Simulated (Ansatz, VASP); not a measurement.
# Ti21Si10O62 (liquid 68TiO2-32SiO2 (mol %) at 3000 K): VASP beside Ansatz

Aim: how closely do two programs agree when they are given the same cell, functional and k mesh? The cell is taken from a series of runs on this material, whose earlier steps may have relaxed, scaled, displaced or heated it; both programs get it as it stands.

Calculated with Ansatz 0.2.0; plane waves, with VASP 6.6.1 beside it; single point at PBE.

### 1. Starting point

The cell holds 93 atoms: 21 Ti, 10 Si and 62 O. Cell: a = 11.904 Å, b = 11.904 Å, c = 11.904 Å, α = 90.0°, β = 90.0°, γ = 90.0°. As first built, before any earlier steps moved the atoms (in the runner's words): 93 atoms (21 Ti, 10 Si, 62 O) placed at random at 3.07 g/cm^3, melted at 4000 K for 10 ps at fixed volume with the Morse and Coulomb pair potential with partial charges (Pedone, Malavasi, Menziani, Cormack and Segre, J. Phys. Chem. B 110, 11780 (2006)). Snapshot at the end of a hold of 10 ps at 3000 K and zero pressure.

### 2. Ansatz: single point, PBE, pair 1

Ansatz runs on its default PAW (the set named soft_2) files.

A single point gives forces, pressure and levels at one fixed geometry, so differences don't come from the geometry; what else differs is listed under the comparison.

input.yaml

```yaml
crystal:
  lattice:
    - [11.90411, 0.0, 0.0]
    - [0.0, 11.90411, 0.0]
    - [0.0, 0.0, 11.90411]
  atoms:
    - { symbol: Ti, position: [0.7847, 0.03921, 0.82931] }
    - { symbol: Ti, position: [0.72016, 0.90199, 0.09179] }
    - { symbol: Ti, position: [0.78615, 0.2614, 0.91974] }
    - { symbol: Ti, position: [0.54488, 0.67341, 0.87427] }
    - { symbol: Ti, position: [0.62998, 0.99848, 0.33908] }
    - { symbol: Ti, position: [0.39731, 0.07852, 0.1828] }
    - { symbol: Ti, position: [0.09125, 0.21873, 0.62207] }
    - { symbol: Ti, position: [0.53053, 0.00436, 0.71322] }
    - { symbol: Ti, position: [0.42541, 0.4226, 0.8659] }
    - { symbol: Ti, position: [0.07799, 0.12819, 0.90953] }
    - { symbol: Ti, position: [0.58044, 0.30974, 0.10316] }
    - { symbol: Ti, position: [0.07092, 0.61111, 0.83076] }
    - { symbol: Ti, position: [0.94179, 0.44661, 0.27242] }
    - { symbol: Ti, position: [0.23066, 0.61848, 0.56872] }
    - { symbol: Ti, position: [0.1543, 0.25023, 0.15703] }
    - { symbol: Ti, position: [0.32842, 0.65457, 0.27523] }
    - { symbol: Ti, position: [0.9871, 0.95822, 0.61066] }
    - { symbol: Ti, position: [0.7779, 0.54888, 0.80977] }
    - { symbol: Ti, position: [0.68122, 0.60485, 0.53728] }
    - { symbol: Ti, position: [0.59265, 0.23216, 0.52913] }
    - { symbol: Ti, position: [0.21781, 0.49526, 0.04449] }
    - { symbol: Si, position: [0.8555, 0.35409, 0.50937] }
    - { symbol: Si, position: [0.47097, 0.77016, 0.62464] }
    - { symbol: Si, position: [0.32215, 0.99452, 0.91139] }
    - { symbol: Si, position: [0.58937, 0.53402, 0.29181] }
    - { symbol: Si, position: [0.79781, 0.67261, 0.20621] }
    - { symbol: Si, position: [0.11611, 0.87428, 0.83193] }
    - { symbol: Si, position: [0.34206, 0.35475, 0.60113] }
    - { symbol: Si, position: [0.82672, 0.81268, 0.42342] }
    - { symbol: Si, position: [0.44039, 0.82896, 0.08075] }
[... 57 atom lines left out ...]
    - { symbol: O, position: [0.56026, 0.13685, 0.64112] }
    - { symbol: O, position: [0.04907, 0.97863, 0.89307] }
    - { symbol: O, position: [0.85824, 0.75353, 0.30335] }
    - { symbol: O, position: [0.44879, 0.73253, 0.98357] }
    - { symbol: O, position: [0.26098, 0.14701, 0.21298] }
    - { symbol: O, position: [0.69518, 0.65042, 0.89586] }
kpoints:
  mp_grid: { grid: [1, 1, 1] }
hamiltonian:
  xc: pbe
scf:
  occupations: { method: fixed }
output:
  forces: true
  stress: true
  populations: true
  dos:
    method: { smearing: { sigma: 0.08 } }
    de: 0.1
    projected: { site_lists: { O: [O], Si: [Si], Ti: [Ti] } }
  eigenvalues: true
```

Command:

```
> ansatz run input.yaml --threads 4 --pin off --max-ram 8192MiB --backend cpu --events-out ev --progress --plain --runs-dir out
```

Numbers of over 12 decimals in the logs are rounded to 6 here.

The program printed:

```text
Engine: ansatz 0.2.0, aarch64-unknown-linux-gnu
Pseudopotentials: kind: paw
Pseudopotential: Ti, paw, valence charge 12, recommended cutoff 420 eV (normal), Ti.paw.azcp
Pseudopotential: Si, paw, valence charge 4, recommended cutoff 420 eV (normal), Si.paw.azcp
Pseudopotential: O, paw, valence charge 6, recommended cutoff 420 eV (normal), O.paw.azcp
Functional definition: PBE
  parameter kappa = 0.804
  parameter beta = 0.066725
  exchange = pbe_x(kappa = kappa, mu = beta*pi^2/3)
  correlation = pbe_c(beta = beta)
Crystal: 93 atoms, lattice volume = 1686.906 Å³
Basis set: ecut = 420 eV, 32987 PW (Γ), exchange–correlation on 160×160×160 points (8 copies of the dense FFT grid, shifted against one another)
Bands: 425, of which v1, the nominal top of the filled ones, is band 332 counted from 1 (331 counted from 0)
Symmetry: 1 space group operations
Space group: P1 (ITA 1), of the structure as read, at distance tolerance 1.2e-4 Å
k-points: 1
Non-local potential: Ti, projectors of the file, l = 0: 3, l = 1: 2, l = 2: 3, l = 3: 1
Non-local potential: Si, projectors of the file, l = 0: 2, l = 1: 2, l = 2: 2
Non-local potential: O, projectors of the file, l = 0: 2, l = 1: 2, l = 2: 1
PAW form: soft (Blöchl's): semilocal exchange-correlation on the pseudo side does not see the compensation charge
PAW one-centre angular grid: Ti, 590 points (default); XC on 64 Gauss nodes
PAW one-centre angular grid: Si, 110 points (default); XC on 64 Gauss nodes
PAW one-centre angular grid: O, 110 points (default); XC on 64 Gauss nodes
Initial density: superposition of atomic densities (neutral atoms: chi_scale 0, normalization atom), corrected by the library's trained network
Initial wavefunctions: pseudopotential atomic-orbital guess
Functional: x = pbe(κ = 0.804, μ = 0.219515), c = pbe(β = 0.066725)
SCF iter   1: F=—  HF=-94142.630303 eV  |F-HF|=—  |Δ(HF+E_count)|=         —  Δρ=3.90e-3  dr2=4.54e-1  ethr=1.77e-3  ⟨swp⟩=5.0  Hψ=1404  notcnv=0  defer=91
preconditioner: auto → Resta (q_TF=auto, 2.336 Å⁻¹)  ε∞=4.7  [insulator: Δε(μ)=2.293 eV  Ē_g=10.521 eV  n_scr=364 (ndim 8)  ℏωp=20.1 eV  f_vac=0.307  ε∞_Penn≈4.7  vacuum switching on, ρ_ref=8.0e-3 e/Å³]
SCF iter   2: F=—  HF=-94142.568025 eV  |F-HF|=—  |Δ(HF+E_count)|=   6.23e-2  Δρ=2.38e-3  dr2=9.35e-2  ethr=6.84e-5  ⟨swp⟩=3.0  Hψ=804  notcnv=0  defer=91
SCF iter   3: F=—  HF=-94142.561051 eV  |F-HF|=—  |Δ(HF+E_count)|=   6.97e-3  Δρ=1.29e-3  dr2=3.66e-2  ethr=1.41e-5  ⟨swp⟩=3.0  Hψ=673  notcnv=0  defer=91
SCF iter   4: F=—  HF=-94142.558816 eV  |F-HF|=—  |Δ(HF+E_count)|=   2.24e-3  Δρ=6.67e-4  dr2=9.94e-3  ethr=5.52e-6  ⟨swp⟩=3.0  Hψ=652  notcnv=0  defer=91
SCF iter   5: F=—  HF=-94142.558223 eV  |F-HF|=—  |Δ(HF+E_count)|=   5.93e-4  Δρ=2.95e-4  dr2=1.63e-3  ethr=1.50e-6  ⟨swp⟩=3.0  Hψ=672  notcnv=0  defer=91
SCF iter   6: F=—  HF=-94142.558380 eV  |F-HF|=—  |Δ(HF+E_count)|=   1.57e-4  Δρ=1.41e-4  dr2=3.79e-4  ethr=2.46e-7  ⟨swp⟩=2.0  Hψ=671  notcnv=0  defer=91
SCF iter   7: F=—  HF=-94142.558461 eV  |F-HF|=—  |Δ(HF+E_count)|=   8.09e-5  Δρ=7.73e-5  dr2=1.12e-4  ethr=5.71e-8  ⟨swp⟩=2.0  Hψ=648  notcnv=0  defer=90
SCF iter   8: F=—  HF=-94142.558458 eV  |F-HF|=—  |Δ(HF+E_count)|=   2.91e-6  Δρ=2.59e-5  dr2=1.13e-5  ethr=1.68e-8  ⟨swp⟩=2.0  Hψ=544  notcnv=0  defer=88
SCF iter   9: F=—  HF=-94142.558241 eV  |F-HF|=—  |Δ(HF+E_count)|=   2.17e-4  Δρ=1.41e-5  dr2=3.57e-6  ethr=1.70e-9  ⟨swp⟩=2.0  Hψ=752  notcnv=0  defer=88
SCF iter  10: F=—  HF=-94142.558242 eV  |F-HF|=—  |Δ(HF+E_count)|=   1.56e-6  Δρ=6.87e-6  dr2=8.88e-7  ethr=5.37e-10  ⟨swp⟩=2.0  Hψ=550  notcnv=0  defer=88
SCF iter  11: F=—  HF=-94142.558243 eV  |F-HF|=—  |Δ(HF+E_count)|=   1.68e-7  Δρ=3.54e-6  dr2=2.24e-7  ethr=1.34e-10  ⟨swp⟩=2.0  Hψ=645  notcnv=0  defer=88
SCF iter  12: F=-94142.558243 eV  HF=-94142.558243 eV  |F-HF|=2.27e-9  |Δ(HF+E_count)|=   1.21e-8  Δρ=1.57e-6  dr2=4.02e-8  ethr=1.51e-11  ⟨swp⟩=14.0  Hψ=2238  notcnv=0
SCF 1 converged in 12 iterations: F = -94142.558243 eV  dr2 = 4.02e-8
  greatest PAW one-centre occupation: 0.999 electrons in one spin orbital (limit 2), on the Ti atom at site 9 (counted from 0), in its partial waves of l = 0
SCF converged after 12 iterations
Free energy (F): -94142.558243 eV
Harris-Foulkes:  -94142.558243 eV  (|F-HF|=2.27e-9)
Internal energy: -94142.558243 eV  (E = F + TS)
E sigma→0 (E₀):  -94142.558243 eV
Fermi energy:    1.679398 eV
--- Per-component energies (eV) ---
  E_band       = -8536.768773
  E_kinetic    = 17014.291655
  E_local      = -76555.262360  (includes V_loc(G=0)·N_el)
  E_nonlocal   = 3282.182476
  E_hartree    = 31177.182171
  E_xc         = -7171.984534
  E_vxc        = -8859.510571  (∫ρ·V_xc dr)
  E_paw        = -36895.929660  (= ΣΔE_a)
  E_vpaw       = -5772.992462  (= ΣTr[D̂ρ^β])
  E_aug_tail   = 0.154664  (compensation charges beyond the density's cutoff)
  E_ewald      = -24993.192655
  E_smearing   = -0.000000  (= −TS)
[...]
atom  53  O     -0.54164333     0.07749626     0.36479072
  atom  54  O     -0.01115988    -0.09266831     0.21933221
  atom  55  O      0.10971038     0.30772780    -0.12302867
  atom  56  O      0.00978661     0.01319158     0.00043870
  atom  57  O      0.19055609    -0.08340349    -0.07281329
  atom  58  O     -0.07795458    -0.55858101     0.24606873
  atom  59  O     -0.02283734    -0.13771730     0.06547626
  atom  60  O      0.07362486    -0.72931717    -0.60207326
  atom  61  O      0.33207791    -0.37243526    -0.21135600
  atom  62  O      0.06460848    -0.06861126    -0.01155282
  atom  63  O     -0.05290892    -0.48409031    -0.36045740
  atom  64  O      0.11827173    -0.07950799     0.14591643
  atom  65  O     -1.51022578    -1.68329729     0.55303322
  atom  66  O     -0.06578478    -0.14002201     0.02751394
  atom  67  O      0.06799085     0.11946670    -0.00134246
  atom  68  O      0.35484648    -0.20833848    -0.12149922
  atom  69  O     -0.15284651     0.06033617    -0.02766001
  atom  70  O     -0.43480877     0.24444976     0.72353354
  atom  71  O     -0.12539181     0.05451897     0.12869372
  atom  72  O     -0.13395429     0.27979379    -0.06520762
  atom  73  O      0.06006766    -0.06991964    -0.00700542
  atom  74  O     -0.06210050     0.00090384    -0.01704175
  atom  75  O     -0.02501886     0.04929596    -0.00902815
  atom  76  O     -1.37927629     0.57454995    -0.79088458
[...]
atom  86  O      0.08083889     0.03833810    -0.01365698
  atom  87  O     -0.00857190     0.05064347     0.04526675
  atom  88  O      0.09739657     0.25597963    -0.28305723
  atom  89  O      0.01795550     0.17322049     0.05386797
  atom  90  O     -0.09946775     0.07636625     0.00191476
  atom  91  O     -0.05919326     0.18291585     0.13021864
  atom  92  O      1.74600961    -1.06366369     0.12545436
  atom  93  O     -0.01973025    -0.02165379    -0.02491850
  max |Σ_I F_I| component: 6.95e-5 eV/Å
--- Stress (GPa, compression-positive) ---
       -4.072898       1.171634       0.189000
        1.171633      -1.909342      -0.318937
        0.189000      -0.318937      -1.694374
  P = ⅓ Tr σ = -2.5589 GPa (-25.589 kbar)
--- Band table (eV) ---
  k-point 0: bands = [... 328 lower, 1.1833, 1.2905, 1.3676, 1.6794, 3.4422, 3.6590, 3.9558, 4.1778, ... 89 higher]
--- Löwdin populations: 93 sites ---
  site symbol       q [e]
     0     Ti     10.6297
     1     Ti     10.5973
     2     Ti     10.6685
     3     Ti     10.6134
     4     Ti     10.5743
     5     Ti     10.5451
     6     Ti     10.5973
     7     Ti     10.5983
     8     Ti     10.6274
     9     Ti     10.5857
    10     Ti     10.6089
    11     Ti     10.6215
    12     Ti     10.5780
    13     Ti     10.5380
    14     Ti     10.6387
    15     Ti     10.5865
    16     Ti     10.6002
    17     Ti     10.6326
    18     Ti     10.5859
    19     Ti     10.5703
    20     Ti     10.6594
    21     Si      2.2970
    22     Si      2.2946
    23     Si      2.2973
[...]
85      O      6.7028
    86      O      6.5659
    87      O      6.5709
    88      O      6.6858
    89      O      6.7901
    90      O      6.7393
    91      O      6.6456
    92      O      6.6350
  spilling = 0.006193 (of n_electrons = 664.000000)
```

### 3. VASP: single point, PBE, pair 1

The same cell, functional and mesh now go to VASP, with its own data sets.

Lines of VASP's logs that name or quote its potential files are left out, and so is its time.

INCAR

```
SYSTEM = Ti21Si10O62
PREC = Accurate
ENCUT = 600
EDIFF = 1E-06
NELM = 120
ISMEAR = 0
SIGMA = 0.01
LREAL = Auto
ALGO = Normal
GGA = PE
NBANDS = 400
LASPH = .TRUE.
LORBIT = 11
LWAVE = .FALSE.
LCHARG = .FALSE.
ISIF = 2
GGA_COMPAT = .FALSE.
EFERMI = MIDGAP
NCORE = 2
```

POSCAR

```
Ti21Si10O62
1.0
   11.9041100000      0.0000000000      0.0000000000
    0.0000000000     11.9041100000      0.0000000000
    0.0000000000      0.0000000000     11.9041100000
Ti Si O
21 10 62
Direct
    0.7847000000      0.0392100000      0.8293100000
    0.7201600000      0.9019900000      0.0917900000
    0.7861500000      0.2614000000      0.9197400000
    0.5448800000      0.6734100000      0.8742700000
    0.6299800000      0.9984800000      0.3390800000
    0.3973100000      0.0785200000      0.1828000000
    0.0912500000      0.2187300000      0.6220700000
    0.5305300000      0.0043600000      0.7132200000
    0.4254100000      0.4226000000      0.8659000000
    0.0779900000      0.1281900000      0.9095300000
    0.5804400000      0.3097400000      0.1031600000
    0.0709200000      0.6111100000      0.8307600000
    0.9417900000      0.4466100000      0.2724200000
    0.2306600000      0.6184800000      0.5687200000
    0.1543000000      0.2502300000      0.1570300000
    0.3284200000      0.6545700000      0.2752300000
    0.9871000000      0.9582200000      0.6106600000
    0.7779000000      0.5488800000      0.8097700000
    0.6812200000      0.6048500000      0.5372800000
    0.5926500000      0.2321600000      0.5291300000
    0.2178100000      0.4952600000      0.0444900000
    0.8555000000      0.3540900000      0.5093700000
    0.4709700000      0.7701600000      0.6246400000
    0.3221500000      0.9945200000      0.9113900000
    0.5893700000      0.5340200000      0.2918100000
    0.7978100000      0.6726100000      0.2062100000
    0.1161100000      0.8742800000      0.8319300000
    0.3420600000      0.3547500000      0.6011300000
    0.8267200000      0.8126800000      0.4234200000
    0.4403900000      0.8289600000      0.0807500000
[... 57 atom lines left out ...]
    0.5602600000      0.1368500000      0.6411200000
    0.0490700000      0.9786300000      0.8930700000
    0.8582400000      0.7535300000      0.3033500000
    0.4487900000      0.7325300000      0.9835700000
    0.2609800000      0.1470100000      0.2129800000
    0.6951800000      0.6504200000      0.8958600000
```

KPOINTS

```
Automatic mesh
0
Gamma
1 1 1
0 0 0
```

The projector-augmented-wave data sets are Ti_sv, Si and O (PBE family, release 64).

Command:

```
> mpirun -np 8 vasp_gam
```

The program printed:

```text
[banner, memory and clock lines left out]
running    8 mpi-ranks, on    1 nodes
[...]
LDA part: xc-table for (Slater+PW92), standard interpolation
 POSCAR, INCAR and KPOINTS ok, starting setup
[...]
entering main loop
       N       E                     dE             d eps       ncg     rms          rms(c)
DAV:   1     0.116028846918E+05    0.11603E+05   -0.39431E+05   800   0.201E+03
DAV:   2     0.166172302697E+04   -0.99412E+04   -0.94086E+04   832   0.575E+02
DAV:   3    -0.756020024940E+03   -0.24177E+04   -0.23434E+04   944   0.256E+02
DAV:   4    -0.983079588654E+03   -0.22706E+03   -0.22641E+03  1096   0.869E+01
[...]
DAV:  21    -0.790754533228E+03    0.30313E-05   -0.11733E-05  1072   0.791E-03    0.736E-03
DAV:  22    -0.790754531953E+03    0.12750E-05   -0.32659E-06   768   0.486E-03    0.422E-03
DAV:  23    -0.790754531098E+03    0.85497E-06   -0.15212E-06   552   0.388E-03
   1 F= -.79075453E+03 E0= -.79075453E+03  d E =0.000000E+00
```

Parts of OUTCAR (step 3):

```text
  FREE ENERGIE OF THE ION-ELECTRON SYSTEM (eV)
  ---------------------------------------------------
  free  energy   TOTEN  =      -790.7545310980 eV

  energy  without entropy=     -790.7545310980  energy(sigma->0) =     -790.75453110
```

This run has no spin polarisation, so a moment on Ti, if there is one, isn't seen.

### 4. Side by side

Known differences besides the potentials themselves: fixed occupations in Ansatz, narrow Gaussian smearing in VASP; the cutoff is 420 eV in Ansatz and 600 eV in VASP (PREC = Accurate, projectors in real space). Total energies have different zeros and are not compared.

Compared:

```
              quantity  Ansatz   VASP  difference
        pressure (GPa)   -2.56  -2.39       -0.17
gap on the k mesh (eV)   1.763  1.737      +0.026
```

Forces on 9 of the 93 atoms, those with the largest forces and the largest differences (eV/Å; atoms numbered as in POSCAR):

```
atom         Ansatz x, y, z           VASP x, y, z
 Ti5    1.242, 0.088, 0.390    1.258, 0.059, 0.455
Ti11   0.819, 1.176, -0.510   0.813, 1.202, -0.463
Ti15  -0.874, 0.953, -0.483  -0.879, 0.938, -0.381
Ti20   -0.089, 0.432, 0.624   -0.078, 0.515, 0.606
 O60  0.074, -0.729, -0.602  0.086, -0.727, -0.632
 O65  -1.510, -1.683, 0.553  -1.492, -1.678, 0.552
 O76  -1.379, 0.575, -0.791  -1.419, 0.543, -0.780
 O87   -0.009, 0.051, 0.045  -0.118, 0.055, -0.006
 O92   1.746, -1.064, 0.125   1.711, -1.056, 0.159
```

The forces differ by 30 meV/Å r.m.s., which is 9.2 % of the r.m.s. force of 0.324 eV/Å (both taken over all components). A gap on the mesh is an upper bound, since the band edges may lie between its points.

(Continued in part 2 of 2.)

[Lines on the potential files, build, host, timing and source positions are cut from VASP's logs without a mark.]

[Logs are printed without paths, hosts, clocks, repeated set-up lines and the standing remarks that a program may print on its own settings, such as how far it seeks lower states.]

[Hosts, paths, dates, database ids (printed as entryN), source tags and the programs' standing remarks are cut or masked in the printed files.]
